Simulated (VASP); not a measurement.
Input:

```
WSi2
1.0
   -1.60500     1.60500     3.91500
    1.60500    -1.60500     3.91500
    1.60500     1.60500    -3.91500
Si W
2 1
Direct
  0.66500   0.66500   0.00000
  0.33500   0.33500   0.00000
  0.00000   0.00000   0.00000
```

The numbers are results of PBE GGA, VASP's PBE PAW potentials (set 64) (plane waves; VASP), not measurements. Run with 300 eV cut-off, 10×10×10 Γ-centred mesh, Fermi-Dirac smearing of 0.10 eV, potentials Si W_sv.

At this cut-off the stress carries a Pulay error, which pulls relaxed volumes low.

The ions, cell shape and volume are relaxed. Which structure does the run end with?

```
WSi2
1.0
   -1.61354     1.61354     3.93264
    1.61354    -1.61354     3.93264
    1.61354     1.61354    -3.93264
Si W
2 1
Direct
  0.66553   0.66553   0.00000
  0.33447   0.33447   0.00000
  0.00000   0.00000   0.00000
```
Space group I4/mmm (139), at a tolerance of 0.03 Å.

How do energy and volume change from the first to the last step?

The energy (σ→0) changes by -2.2 meV/atom and the volume by +1.5 %, in 8 ionic steps.

```json
[
 {"step": "1", "E(σ→0) (eV)": "-24.7845", "max force (eV/Å)": "0.121", "pressure (GPa)": "3.46", "volume (Å³)": "40.34"},
 {"step": "2", "E(σ→0) (eV)": "-24.7695", "max force (eV/Å)": "0.098", "pressure (GPa)": "-5.70", "volume (Å³)": "42.06"},
 {"step": "3", "E(σ→0) (eV)": "-24.7909", "max force (eV/Å)": "0.036", "pressure (GPa)": "-0.06", "volume (Å³)": "40.96"},
 {"step": "4", "E(σ→0) (eV)": "-24.7909", "max force (eV/Å)": "0.037", "pressure (GPa)": "0.00", "volume (Å³)": "40.94"},
 {"step": "5", "E(σ→0) (eV)": "-24.7910", "max force (eV/Å)": "0.008", "pressure (GPa)": "0.05", "volume (Å³)": "40.94"},
 {"step": "6", "E(σ→0) (eV)": "-24.7910", "max force (eV/Å)": "0.010", "pressure (GPa)": "0.05", "volume (Å³)": "40.94"},
 {"step": "7", "E(σ→0) (eV)": "-24.7910", "max force (eV/Å)": "0.011", "pressure (GPa)": "0.04", "volume (Å³)": "40.94"},
 {"step": "8", "E(σ→0) (eV)": "-24.7910", "max force (eV/Å)": "0.002", "pressure (GPa)": "-0.08", "volume (Å³)": "40.95"}
]
```

The structure is a typed WSi2 crystal. This run relaxes it. Symmetry was kept, so distortions that lower it aren't found. The run is one of a series of settings (EDIFFG = -0.01, IBRION = 2, ISIF = 3, NSW = 50 against the base run), some of them coarse on purpose.
